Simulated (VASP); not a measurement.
# Al3Si2F (P6/mmm) in VASP: further runs, part 2 of 2

VASP 6.6.1. Earlier steps stand in the parts before.

### Step 3. Relaxation of cell and atoms, PBE

This run uses another cell than the first one, of 14.09 Å³/atom, 0.932 times its volume.

Input file INCAR:

```
SYSTEM = Al3Si2F
  PREC = Normal
  ENCUT = 520
  EDIFF = 1E-4
  ISMEAR = 0
  SIGMA = 0.15
  LREAL = .FALSE.
  LASPH = .TRUE.
  NELM = 60
  ALGO = Fast
  ISIF = 3
  LWAVE = .FALSE.
  LCHARG = .FALSE.
  GGA = PE
  IBRION = 2
  NSW = 24
  EDIFFG = -0.08
```

Input file KPOINTS:

```
Automatic mesh
0
G
  5 5 5
  0 0 0
```

Input file POSCAR:

```
Al3Si2F
1.0
   -1.7075000000      2.4150000000      5.1250000000
    1.7075000000     -2.4150000000      5.1250000000
    1.7075000000      2.4150000000     -5.1250000000
Al Si F
3 2 1
Direct
    0.8333000000      0.3333000000      0.5000000000
    0.1667000000      0.6667000000      0.5000000000
    0.5000000000      0.0000000000      0.5000000000
    0.6667000000      0.6667000000      0.0000000000
    0.3333000000      0.3333000000      0.0000000000
    0.0000000000      0.0000000000      0.0000000000
```

Potentials or basis: VASP PAW PBE potentials, release 64 (Al, Si, F).

Command:

```console
cat potpaw_PBE.64/Al/POTCAR potpaw_PBE.64/Si/POTCAR potpaw_PBE.64/F/POTCAR > POTCAR
mpirun -np 1 vasp_std > vasp.out
```

OUTCAR:

```text
SYSTEM = Al3Si2F
   PREC = Normal
   ENCUT = 520
   EDIFF = 1E-4
   ISMEAR = 0
   LREAL = .FALSE.
   LASPH = .TRUE.
   NELM = 60
   ISIF = 3
   GGA = PE
   IBRION = 2
   NSW = 24
   EDIFFG = -0.08

 ion  position               nearest neighbor table
   1  0.833  0.333  0.500-   4 2.41   4 2.41   5 2.42   5 2.42   6 2.42   6 2.42
   2  0.167  0.667  0.500-   5 2.41   5 2.41   4 2.42   4 2.42   6 2.42   6 2.42
   3  0.500  0.000  0.500-   6 2.42   6 2.42   4 2.42   4 2.42   5 2.42   5 2.42
   4  0.667  0.667  0.000-   1 2.41   1 2.41   2 2.42   2 2.42   3 2.42   3 2.42
   5  0.333  0.333  0.000-   2 2.41   2 2.41   1 2.42   1 2.42   3 2.42   3 2.42
   6  0.000  0.000  0.000-   3 2.42   3 2.42   2 2.42   2 2.42   1 2.42   1 2.42

  LATTYP: Found a body centered orthorhombic cell.
 ALAT       =     3.4150000000
 B/A-ratio  =     1.4143484627
 C/A-ratio  =     3.0014641288

  Lattice vectors:

 A1 = (  -1.7075000000,   2.4150000000,   5.1250000000)
 A2 = (   1.7075000000,  -2.4150000000,   5.1250000000)
 A3 = (   1.7075000000,   2.4150000000,  -5.1250000000)

Analysis of symmetry for initial positions (statically):
=====================================================================
 Subroutine PRICEL returns:
 Original cell was already a primitive cell.

 Routine SETGRP: Setting up the symmetry group for a
 body centered orthorhombic supercell.

 Subroutine GETGRP returns: Found  8 space group operations
 (whereof  8 operations were pure point group operations)
 out of a pool of  8 trial point group operations.

The static configuration has the point symmetry D_2h.

Analysis of symmetry for dynamics (positions and initial velocities):
=====================================================================
 Subroutine PRICEL returns:
 Original cell was already a primitive cell.

 Routine SETGRP: Setting up the symmetry group for a
 body centered orthorhombic supercell.

 Subroutine GETGRP returns: Found  8 space group operations
 (whereof  8 operations were pure point group operations)
 out of a pool of  8 trial point group operations.

The dynamic configuration has the point symmetry D_2h.

 Subroutine INISYM returns: Found  8 space group operations
 (whereof  8 operations are pure point group operations),
 and found     1 'primitive' translations

----------------------------------------------------------------------------------------
[... 126 lines left out ...]
   GGA     = PE    functional components
   LHFCALC =     F    Hartree Fock is set to
   AEXX    =    0.0000 exact exchange contribution
   IVDW    =     0    specifies the selected vdW correction
   LEPSILON=     F    determine dielectric tensor
   LRPA    =     F    only Hartree local field effects (RPA)
 conjugate gradient relaxation of ions
 non-spin polarized calculation
 RMM-DIIS sequential band-by-band and
 Gauss-broadening in eV      SIGMA  =   0.15
  energy-cutoff  :      520.00
  volume of cell :       84.53
 maximum number of plane-waves:      2291
   NGX = 21   NGY = 21   NGZ = 21

--------------------------------------- Ionic step        1  -------------------------------------------

 number of electron      23.9999996 magnetization

 Free energy of the ion-electron system (eV)
  ---------------------------------------------------
  ext. energy  EPLUGINS =         0.00000000
  ---------------------------------------------------
  free energy    TOTEN  =       -24.97848676 eV

  energy without entropy =      -24.95115594  energy(sigma->0) =      -24.96482135

 E-fermi :   8.3781     XC(G=0): -10.5723

 val. band max:        8.3573205733   @ k =  -0.4000   0.2000   0.0000
 cond. band min:       8.4397470910   @ k =  -0.4000  -0.4000   0.2000
 fundamental gap:      0.0824265177
 Fermi energy:         8.3781215884

 k-point     1 :       0.0000    0.0000    0.0000
  band No.  band energies     occupation
      1     -16.8566      2.00000
      2      -3.6935      2.00000
      3      -0.0058      2.00000
      4       0.7803      2.00000
      5       1.2508      2.00000
      6       1.5960      2.00000
[... 560 lines left out ...]
  FREE ENERGIE OF THE ION-ELECTRON SYSTEM (eV)
  ---------------------------------------------------
  free  energy   TOTEN  =       -25.7879767456 eV

  energy  without entropy=      -25.7578474340  energy(sigma->0) =      -25.77291209

[... ionic steps 4 to 8 ...]

--------------------------------------- Ionic step        9  -------------------------------------------

 number of electron      24.0000024 magnetization

------------------------ aborting loop because EDIFF is reached ----------------------------------------
[... 75 lines left out ...]
--------------------------------------- Ionic step       11  -------------------------------------------

 number of electron      24.0000019 magnetization

 Free energy of the ion-electron system (eV)
  ---------------------------------------------------
  ext. energy  EPLUGINS =         0.00000000
  ---------------------------------------------------
  free energy    TOTEN  =       -25.81862555 eV

  energy without entropy =      -25.79396581  energy(sigma->0) =      -25.80629568

 E-fermi :   6.4266     XC(G=0):  -9.8815

 val. band max:        6.3782505190   @ k =   0.4000  -0.2000   0.2000
 cond. band min:       6.4517901539   @ k =   0.2000   0.4000   0.0000
 fundamental gap:      0.0735396348
 Fermi energy:         6.4265806009

 k-point     1 :       0.0000    0.0000    0.0000
  band No.  band energies     occupation
      1     -17.5449      2.00000
      2      -4.5069      2.00000
      3      -1.4160      2.00000
      4       0.0353      2.00000
      5       0.3900      2.00000
      6       0.5959      2.00000
[... 480 lines left out ...]
  FREE ENERGIE OF THE ION-ELECTRON SYSTEM (eV)
  ---------------------------------------------------
  free  energy   TOTEN  =       -25.8186255538 eV

  energy  without entropy=      -25.7939658054  energy(sigma->0) =      -25.80629568

 reached required accuracy - stopping structural energy minimisation
```

CONTCAR:

```text
Al3Si2F
   1.00000000000000
    -1.7838073491778121    2.4804105382053523    5.6663617979440577
     1.7838073491778121   -2.4804105382053523    5.6663617979440577
     1.7838073491778121    2.4804105382053523   -5.6663617979440577
  Al              Si              F
     3     2     1
Direct
     0.8309496962609775    0.3309496962609774    0.5000000000000000
     0.1690503037390226    0.6690503037390225    0.5000000000000000
     0.5000000000000000    0.0000000000000000    0.5000000000000000
     0.6593361092949861    0.6593361092949861    0.0000000000000000
     0.3406638907050140    0.3406638907050140    0.0000000000000000
     0.0000000000000000    0.0000000000000000    0.0000000000000000

  0.00000000E+00  0.00000000E+00  0.00000000E+00
  0.00000000E+00  0.00000000E+00  0.00000000E+00
  0.00000000E+00  0.00000000E+00  0.00000000E+00
  0.00000000E+00  0.00000000E+00  0.00000000E+00
  0.00000000E+00  0.00000000E+00  0.00000000E+00
  0.00000000E+00  0.00000000E+00  0.00000000E+00
```

Wall time 94 s (1 thread of Intel Xeon Platinum 8488C (Sapphire Rapids), shared host); peak memory 0.22 GiB.

What came out:

| Item | Value |
| --- | --- |
| Free energy | -25.8186 eV |
| Relaxed volume | 16.71 Å³/atom |
| Relaxed cell | a = 6.438 Å, b = 6.438 Å, c = 6.438 Å, α = 147.83°, β = 134.67°, γ = 56.67° |
| Space group after relaxing (to 0.05 Å) | Immm (No. 71) |
| Energy gained by relaxing | 140.0 meV/atom |
| Ionic steps | 11 |
| Pressure after relaxing | -0.3 GPa |
| Largest force after relaxing | 0.028 eV/Å |
| Band gap on the k mesh | none (metal or under the smearing width) |

Forces in eV/Å, atoms in the order of the input:
```
Al   0.000  0.000 -0.028
Al   0.000  0.000  0.028
Al   0.000  0.000  0.000
Si   0.000  0.000  0.019
Si   0.000  0.000 -0.019
F    0.000  0.000  0.000
```

Step by step:
```tsv
step	energy change (eV)	largest force (eV/Å)	pressure (GPa)	volume (Å³)
1	0.0000	1.0027	18.61	84.53
2	-0.7039	0.1935	-4.93	106.15
3	-0.8095	0.1972	-0.21	99.41
4	-0.8094	0.1974	-0.40	99.73
5	-0.8203	0.1522	-0.18	99.54
6	-0.8227	0.1223	-0.01	99.39
7	-0.8259	0.0998	0.10	99.33
8	-0.8300	0.1023	0.23	99.14
9	-0.8331	0.0912	0.19	99.48
10	-0.8384	0.0483	-0.65	100.48
11	-0.8401	0.0283	-0.31	100.28
```

Final structure:
```cif
data_structure
_symmetry_space_group_name_H-M 'P 1'
_symmetry_Int_Tables_number 1
_cell_length_a 6.4376
_cell_length_b 6.4376
_cell_length_c 6.4376
_cell_angle_alpha 147.826
_cell_angle_beta 134.675
_cell_angle_gamma 56.666
_cell_volume 100.28
loop_
_atom_site_label
_atom_site_type_symbol
_atom_site_fract_x
_atom_site_fract_y
_atom_site_fract_z
_atom_site_occupancy
Al1 Al 0.83095 0.33095 0.50000 1
Al2 Al 0.16905 0.66905 0.50000 1
Al3 Al 0.50000 0.00000 0.50000 1
Si1 Si 0.65934 0.65934 0.00000 1
Si2 Si 0.34066 0.34066 0.00000 1
F1 F 0.00000 0.00000 0.00000 1
```

Caveat: the k mesh is coarse (spacing up to 0.45 Å⁻¹), so the values aren't converged; the volume moved by over 15 % at a fixed basis, so the end points are rough; the relaxation stopped at a loose force limit of 0.08 eV/Å, so its end isn't a converged minimum.

### Step 4. Relaxation of cell and atoms, PBE

This run uses another cell than the first one, of 14.09 Å³/atom, 0.933 times its volume.

INCAR is that of step 3.

Input file KPOINTS:

```
Automatic mesh
0
G
  3 3 4
  0 0 0
```

Input file POSCAR:

```
Al3Si2F
1.0
    2.7669565400     -4.7768475100      0.0000000000
    2.7669565400      4.7768475100      0.0000000000
   -0.0195395000      0.0000000000      3.1986206600
Al Si F
3 2 1
Direct
    0.5000000000      0.5000000000      0.5000000000
    0.0000000000      0.5000000000      0.5000000000
    0.5000000000      0.0000000000      0.5000000000
    0.6639999900      0.3360000100      0.0000000000
    0.3360000100      0.6639999900      0.0000000000
    0.0000000000      0.0000000000      0.0000000000
```

Command:

```console
cat potpaw_PBE.64/Al/POTCAR potpaw_PBE.64/Si/POTCAR potpaw_PBE.64/F/POTCAR > POTCAR
mpirun -np 1 vasp_std > vasp.out
```

Run time: 23 s. Hardware: 1 thread of Intel Xeon Platinum 8488C (Sapphire Rapids), shared host; peak memory 0.15 GiB.

Results (log left out):

- Free energy: -23.3160 eV
- Relaxed volume: 18.98 Å³/atom
- Relaxed cell: a = 5.993 Å, b = 5.993 Å, c = 3.666 Å, α = 90.07°, β = 90.07°, γ = 120.12°
- Space group after relaxing (to 0.05 Å): P6/mmm (No. 191)
- Energy gained by relaxing: 544.0 meV/atom
- Ionic steps: 3
- Pressure after relaxing: 0.1 GPa
- Largest force after relaxing: 0.070 eV/Å
- Band gap on the k mesh: none (metal or under the smearing width)

Forces on the atoms (eV/Å):
```
Al   0.000  0.000  0.000
Al   0.000  0.000  0.000
Al   0.000  0.000  0.000
Si   0.000 -0.070  0.000
Si   0.000  0.070  0.000
F    0.000  0.000  0.000
```

Stress tensor (GPa, compression positive):
```
-0.28  0.00  0.08
 0.00  0.11  0.00
 0.08  0.00  0.35
```

Step by step:
| step | energy change (eV) | largest force (eV/Å) | pressure (GPa) | volume (Å³) |
| --- | --- | --- | --- | --- |
| 1 | 0.0000 | 0.3737 | 41.74 | 84.55 |
| 2 | -2.2666 | 0.0042 | -10.65 | 137.54 |
| 3 | -3.2640 | 0.0698 | 0.06 | 113.86 |

Final structure:
```
Al Si F
1.0
     2.99075   -5.19289    0.00497
     2.99075    5.19289    0.00497
    -0.01538    0.00000    3.66565
Al Si F
3 2 1
Cartesian
  2.9831 0.0000 1.8378
  1.4877 2.5964 1.8353
  1.4877 -2.5964 1.8353
  2.9754 -1.7159 3.6706
  2.9908 1.7159 0.0050
  0.0000 0.0000 0.0000
```

Levels at points of the mesh, in eV from the Fermi level:
| k point | band 10 | band 11 | band 12 | band 13 | band 14 | band 15 |
| --- | --- | --- | --- | --- | --- | --- |
| (0.00, 0.00, 0.00) | -0.63 | -0.62 | 0.35 | 0.56 | 2.88 | 3.81 |
| (0.00, 0.00, 0.50) | -1.97 | -1.95 | -1.80 | 0.03 | 0.04 | 0.92 |

Caveat: the k mesh is coarse (spacing up to 0.49 Å⁻¹), so the values aren't converged; the volume moved by over 15 % at a fixed basis, so the end points are rough; the relaxation stopped at a loose force limit of 0.08 eV/Å, so its end isn't a converged minimum.

### Step 5. Relaxation of cell and atoms, PBE

This run uses another cell than the first one, of 15.15 Å³/atom, 1.003 times its volume.

INCAR is that of step 4.

Input file KPOINTS:

```
Automatic mesh
0
G
  4 4 2
  0 0 0
```

Input file POSCAR:

```
Al3Si2F
1.0
    4.0415096700      0.0000000000      0.0000000000
   -2.0207548300      3.5000500400      0.0000000000
    0.0000000000      0.0000000000      6.4255805100
Al Si F
3 2 1
Direct
    0.6666666700      0.3333333300      0.4851250100
    0.6666666700      0.3333333300      0.0527330000
    0.0000000000      0.0000000000      0.9328299800
    0.3333333300      0.6666666700      0.7252560300
    0.3333333300      0.6666666700      0.2633930100
    0.0000000000      0.0000000000      0.5406630000
```

Command:

```console
cat potpaw_PBE.64/Al/POTCAR potpaw_PBE.64/Si/POTCAR potpaw_PBE.64/F/POTCAR > POTCAR
mpirun -np 1 vasp_std > vasp.out
```

Run time: 44 s. Hardware: 1 thread of Intel Xeon Platinum 8488C (Sapphire Rapids), shared host; peak memory 0.15 GiB.

The run converged. Its results:

```
Free energy                            : -24.9585 eV
Relaxed volume                         : 16.24 Å³/atom
Relaxed cell                           : a = 4.218 Å, b = 4.218 Å, c = 6.325 Å, α = 90.00°, β = 90.00°, γ = 120.00°
Space group after relaxing (to 0.05 Å) : P3m1 (No. 156)
Energy gained by relaxing              : 131.4 meV/atom
Ionic steps                            : 19
Pressure after relaxing                : 0.1 GPa
Largest force after relaxing           : 0.060 eV/Å
Band gap on the k mesh                 : none (metal or under the smearing width)
```

Forces in eV/Å, atoms in the order of the input:
```
Al   0.000  0.000  0.031
Al   0.000  0.000  0.018
Al   0.000  0.000 -0.023
Si   0.000  0.000  0.019
Si   0.000  0.000  0.015
F    0.000  0.000 -0.060
```

Stress tensor (GPa, compression positive):
```
0.10 0.00 0.00
0.00 0.10 0.00
0.00 0.00 0.01
```

The path:
```tsv
step	energy change (eV)	largest force (eV/Å)	pressure (GPa)	volume (Å³)
1	0.0000	1.0843	4.97	90.89
2	-0.3094	0.9088	-1.49	97.11
3	-0.3134	0.9019	-2.10	97.96
4	-0.4015	0.9128	-0.82	96.08
5	-0.4929	0.7387	3.76	90.52
6	-0.5304	0.6453	3.89	90.56
7	-0.6101	0.3770	4.32	90.69
8	-0.5713	1.0478	6.59	90.95
9	-0.6312	0.3524	4.76	90.77
10	-0.7002	0.2704	2.49	93.17
11	-0.7378	0.2707	-0.49	96.70
12	-0.7485	0.2286	-0.37	96.68
13	-0.7688	0.2978	0.03	96.58
14	-0.7482	0.4164	1.00	96.32
15	-0.7716	0.3392	0.31	96.52
16	-0.7807	0.2452	0.24	96.92
17	-0.7866	0.1133	-0.11	97.88
18	-0.7875	0.0983	-0.08	97.62
19	-0.7886	0.0604	0.07	97.46
```

Final structure:
```
CELL_PARAMETERS angstrom
4.21804 0.00000 0.00000
-2.10902 3.65293 0.00000
0.00000 0.00000 6.32509
ATOMIC_POSITIONS crystal
Al 0.66667 0.33333 0.52119
Al 0.66667 0.33333 0.10448
Al 0.00000 0.00000 0.84026
Si 0.33333 0.66667 0.72632
Si 0.33333 0.66667 0.27784
F 0.00000 0.00000 0.52990
```

Levels at points of the mesh, in eV from the Fermi level:
| k point | band 9 | band 10 | band 11 | band 12 | band 13 | band 14 | band 15 | band 16 |
| --- | --- | --- | --- | --- | --- | --- | --- | --- |
| (0.00, 0.00, 0.00) | -1.34 | -0.26 | 0.55 | 0.55 | 1.77 | 1.77 | 2.03 | 2.68 |
| (0.50, 0.00, 0.00) | -3.21 | -2.03 | -1.91 | -0.43 | -0.26 | 2.51 | 2.58 | 3.28 |
| (0.00, 0.00, 0.50) | -0.94 | -0.94 | -0.18 | -0.18 | 0.22 | 1.29 | 1.29 | 1.35 |
| (0.50, 0.00, 0.50) | -1.99 | -1.38 | -0.73 | -0.73 | -0.09 | 0.54 | 1.86 | 3.05 |

Caveat: the k mesh is coarse (spacing up to 0.49 Å⁻¹), so the values aren't converged; the relaxation stopped at a loose force limit of 0.08 eV/Å, so its end isn't a converged minimum.

### Step 6. The runs side by side

| k mesh | gap on the mesh (eV) | pressure (GPa) | relaxed volume (Å³/atom) | largest force (eV/Å) |
| --- | --- | --- | --- | --- |
| 4 × 4 × 2 | none | 0.1 | 16.24 | 0.06 |
| 5 × 5 × 5 | none | -0.3 | 16.71 | 0.03 |
| 3 × 3 × 4 | none | 0.1 | 18.98 | 0.07 |

Alike in all rows: task relaxation of cell and atoms; level PBE; potentials or basis VASP PAW PBE potentials, release 64 (Al, Si, F); no spin polarisation; cell relaxed; cutoff (eV) 520; smearing gaussian 0.15 eV; the mesh is coarse, so values aren't converged.

Caveats: all runs use coarse meshes; the relaxation stopped at a loose force limit of 0.08 eV/Å, so its end isn't a converged minimum; the volume moved by over 15 % at a fixed basis, so the end points are rough (some runs).

Absolute energies hang on the potentials; compare differences alone.
